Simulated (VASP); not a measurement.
Level of theory: SCAN meta-GGA, VASP's PBE PAW potentials (set 64) (plane waves; VASP).

Input for VASP

POSCAR:
```
BN
1
    1.2491273107    -2.1635523536     0.0000000000
    1.2491273107     2.1635523536     0.0000000000
    0.0000000000     0.0000000000     6.6612184248
B N
2 2
Direct
  0.3333330000   0.6666670000   0.2500000000
  0.6666670000   0.3333330000   0.7500000000
  0.6666670000   0.3333330000   0.2500000000
  0.3333330000   0.6666670000   0.7500000000
```

**INCAR**
```
SYSTEM = BN
PREC = Accurate
ENCUT = 520
EDIFF = 1E-7
NELM = 100
ALGO = Normal
LREAL = .FALSE.
LASPH = .TRUE.
ISMEAR = -5
METAGGA = SCAN
LMIXTAU = .TRUE.
LWAVE = .FALSE.
LCHARG = .FALSE.
LORBIT = 11
NEDOS = 601
ISIF = 2
```

**KPOINTS_OPT**
```
k-points along high-symmetry lines
6
Line-mode
Reciprocal
  0.000000   0.000000   0.000000 ! GAMMA
 -0.000000   0.500000   0.000000 ! M

 -0.000000   0.500000   0.000000 ! M
 -0.333333   0.666667   0.000000 ! K

 -0.333333   0.666667   0.000000 ! K
  0.000000   0.000000   0.000000 ! GAMMA

  0.000000   0.000000   0.000000 ! GAMMA
  0.000000   0.000000   0.500000 ! A

  0.000000   0.000000   0.500000 ! A
 -0.000000   0.500000   0.500000 ! L

 -0.000000   0.500000   0.500000 ! L
 -0.333333   0.666667   0.500000 ! H

 -0.333333   0.666667   0.500000 ! H
  0.000000   0.000000   0.500000 ! A

 -0.000000   0.500000   0.500000 ! L
 -0.000000   0.500000   0.000000 ! M

 -0.333333   0.666667   0.500000 ! H
 -0.333333   0.666667   0.000000 ! K
```

**KPOINTS**
```
Automatic mesh
0
Gamma
11 11 4
0 0 0
```

POTCAR, in this order: B N (PBE.64 set). Program: vasp_std.

Output

### OUTCAR
```
 ion  position               nearest neighbor table
   1  0.333  0.667  0.250-   3 1.44   3 1.44   3 1.44
   2  0.667  0.333  0.750-   4 1.44   4 1.44   4 1.44
   3  0.667  0.333  0.250-   1 1.44   1 1.44   1 1.44
   4  0.333  0.667  0.750-   2 1.44   2 1.44   2 1.44
  LATTYP: Found a hexagonal cell.
 ALAT       =     2.4982549560
 C/A-ratio  =     2.6663485281
 Subroutine PRICEL returns:
 Original cell was already a primitive cell.
 Subroutine GETGRP returns: Found 24 space group operations
The static configuration has the point symmetry D_3d.
 The point group associated with its full space group is D_6h.
The dynamic configuration has the point symmetry D_3d.
 Subroutine INISYM returns: Found 24 space group operations
 Subroutine IBZKPT returns following result:
 Found     48 irreducible k-points:

 Following reciprocal coordinates:
            Coordinates               Weight
  0.000000  0.000000  0.000000      1.000000
  0.090909  0.000000  0.000000      6.000000
  0.181818  0.000000  0.000000      6.000000
  0.272727 -0.000000  0.000000      6.000000
  0.363636 -0.000000  0.000000      6.000000
  0.454545  0.000000  0.000000      6.000000
  0.090909  0.090909  0.000000      6.000000
  0.181818  0.090909  0.000000     12.000000
  0.272727  0.090909  0.000000     12.000000
  0.363636  0.090909  0.000000     12.000000
  0.454545  0.090909  0.000000      6.000000
  0.181818  0.181818  0.000000      6.000000
  0.272727  0.181818  0.000000     12.000000
  0.363636  0.181818  0.000000     12.000000
  0.272727  0.272727  0.000000      6.000000
  0.363636  0.272727  0.000000      6.000000
  0.000000  0.000000  0.250000      2.000000
  0.090909  0.000000  0.250000     12.000000
  0.181818  0.000000  0.250000     12.000000
  0.272727 -0.000000  0.250000     12.000000
  0.363636 -0.000000  0.250000     12.000000
  0.454545  0.000000  0.250000     12.000000
  0.090909  0.090909  0.250000     12.000000
  0.181818  0.090909  0.250000     24.000000
  0.272727  0.090909  0.250000     24.000000
  0.363636  0.090909  0.250000     24.000000
  0.454545  0.090909  0.250000     12.000000
  0.181818  0.181818  0.250000     12.000000
  0.272727  0.181818  0.250000     24.000000
  0.363636  0.181818  0.250000     24.000000
  0.272727  0.272727  0.250000     12.000000
  0.363636  0.272727  0.250000     12.000000
  0.000000  0.000000  0.500000      1.000000
  0.090909  0.000000  0.500000      6.000000
  0.181818  0.000000  0.500000      6.000000
  0.272727 -0.000000  0.500000      6.000000
  0.363636 -0.000000  0.500000      6.000000
  0.454545  0.000000  0.500000      6.000000
  0.090909  0.090909  0.500000      6.000000
  0.181818  0.090909  0.500000     12.000000
   k-points           NKPTS =     48   k-points in BZ     NKDIM =     48   number of bands    NBANDS=     12
   number of dos      NEDOS =    601   number of ions     NIONS =      4
   total plane-waves  NPLWV =  20000
   dimension x,y,z NGX =    20 NGY =   20 NGZ =   50
   dimension x,y,z NGXF=    40 NGYF=   40 NGZF=  100
   ions per type =               2   2
   PREC   = accura    normal or accurate (medium, high low for compatibility)
   ISTART =      0    job   : 0-new  1-cont  2-samecut
   ICHARG =      2    charge: 1-file 2-atom 10-const
   ISPIN  =      1    spin polarized calculation?
   LNONCOLLINEAR =      F non collinear calculations
   LSORBIT =      F    spin-orbit coupling
   INIWAV =      1    electr: 0-lowe 1-rand  2-diag
   ENCUT  =  520.0 eV  38.22 Ry    6.18 a.u.   4.65  4.65 12.39*2*pi/ulx,y,z
   NELM   =    100;   NELMIN=  2; NELMDL= -5     # of ELM steps
...
```

File OSZICAR:
```
       N       E                     dE             d eps       ncg     rms          rms(c)
DAV:   1     0.593356181217E+02    0.59336E+02   -0.87232E+03  1152   0.128E+03
DAV:   2    -0.429340385674E+02   -0.10227E+03   -0.93619E+02  1684   0.275E+02
DAV:   3    -0.477562500986E+02   -0.48222E+01   -0.47766E+01  1456   0.609E+01
DAV:   4    -0.478079930854E+02   -0.51743E-01   -0.51713E-01  1400   0.685E+00
DAV:   5    -0.478087536427E+02   -0.76056E-03   -0.76038E-03  1484   0.796E-01    0.110E+01
DAV:   6    -0.405552412935E+02    0.72535E+01   -0.79620E+00  1336   0.232E+01    0.540E+00
DAV:   7    -0.388129129234E+02    0.17423E+01   -0.61601E-01  1432   0.968E+00    0.298E+00
DAV:   8    -0.407097581255E+02   -0.18968E+01   -0.22920E+00  1296   0.140E+01    0.204E+00
DAV:   9    -0.394657875046E+02    0.12440E+01   -0.97698E-01  1152   0.110E+01    0.867E-01
DAV:  10    -0.395251755672E+02   -0.59388E-01   -0.26756E-02  1464   0.185E+00    0.832E-01
DAV:  11    -0.391209833870E+02    0.40419E+00   -0.16458E-01  1204   0.593E+00    0.116E+00
DAV:  12    -0.389590165636E+02    0.16197E+00   -0.25494E-01  1176   0.555E+00    0.851E-01
DAV:  13    -0.392764130995E+02   -0.31740E+00   -0.14688E-01  1156   0.541E+00    0.122E+00
DAV:  14    -0.393086029628E+02   -0.32190E-01   -0.95616E-03  1228   0.136E+00    0.119E+00
DAV:  15    -0.393053101774E+02    0.32928E-02   -0.41895E-03  1472   0.591E-01    0.933E-01
DAV:  16    -0.393054298837E+02   -0.11971E-03   -0.18093E-02  1176   0.139E+00    0.228E-01
DAV:  17    -0.393061078969E+02   -0.67801E-03   -0.11535E-03  1328   0.407E-01    0.265E-01
DAV:  18    -0.393055721904E+02    0.53571E-03   -0.28478E-04  1412   0.179E-01    0.181E-01
DAV:  19    -0.393061970596E+02   -0.62487E-03   -0.11505E-03  1192   0.407E-01    0.116E-01
DAV:  20    -0.393060983355E+02    0.98724E-04   -0.19645E-04  1292   0.155E-01    0.456E-02
DAV:  21    -0.393061341426E+02   -0.35807E-04   -0.25340E-05  1324   0.589E-02    0.328E-02
DAV:  22    -0.393061387946E+02   -0.46520E-05   -0.66720E-06  1340   0.272E-02    0.202E-02
DAV:  23    -0.393061467796E+02   -0.79850E-05   -0.48259E-06  1312   0.232E-02    0.829E-03
DAV:  24    -0.393061505837E+02   -0.38041E-05   -0.60496E-07  1440   0.793E-03    0.371E-03
DAV:  25    -0.393061570106E+02   -0.64269E-05   -0.72317E-07  1308   0.983E-03    0.214E-03
DAV:  26    -0.393061568635E+02    0.14705E-06   -0.18568E-07  1000   0.657E-03    0.153E-03
DAV:  27    -0.393061580065E+02   -0.11430E-05   -0.13616E-07   880   0.352E-03    0.311E-04
DAV:  28    -0.393061575522E+02    0.45432E-06   -0.27610E-08   692   0.193E-03    0.335E-04
DAV:  29    -0.393061574134E+02    0.13875E-06   -0.11197E-08   668   0.133E-03    0.355E-04
DAV:  30    -0.393061577591E+02   -0.34565E-06   -0.32555E-09   664   0.723E-04    0.741E-05
DAV:  31    -0.393061578540E+02   -0.94891E-07   -0.45533E-10   660   0.269E-04
   1 F= -.39306158E+02 E0= -.39306158E+02  d E =0.000000E+00
       N       E                     dE             ncg
       N       E                     dE             ncg
```

OUTCAR:
```
------------------------ aborting loop because EDIFF is reached ----------------------------------------
  FORCE on cell =-STRESS in cart. coord.  units (eV):
  Direction    XX          YY          ZZ          XY          YZ          ZX
  --------------------------------------------------------------------------------------
  Total        0.0135549      0.0135549      0.0509564      0.0000000      0.0000000      0.0000000
  in kB        0.6031830      0.6031832      2.2675221      0.0000000      0.0000000      0.0000000
  external PRESSURE =       1.1579628 kB  Pullay stress =       0.0000000 kB
  volume of cell :       36.00
      direct lattice vectors                 reciprocal lattice vectors
     1.249127311 -2.163552354  0.000000000     0.400279456 -0.231101410  0.000000000
     1.249127311  2.163552354  0.000000000     0.400279456  0.231101410  0.000000000
     0.000000000  0.000000000  6.661218425     0.000000000  0.000000000  0.150122686
  FREE ENERGIE OF THE ION-ELECTRON SYSTEM (eV)
  ---------------------------------------------------
  free  energy   TOTEN  =       -39.3061578540 eV

  energy  without entropy=      -39.3061578540  energy(sigma->0) =      -39.30615785

 total charge

# of ion       s       p       d       tot
------------------------------------------
    1        0.751   1.415   0.000   2.166
    2        0.751   1.415   0.000   2.166
    3        1.243   2.835   0.000   4.077
    4        1.243   2.835   0.000   4.077
--------------------------------------------------
tot          3.988   8.499   0.000  12.487
```
(Selected blocks of OUTCAR.)

The compound is BN in the hex structure. It was relaxed first.
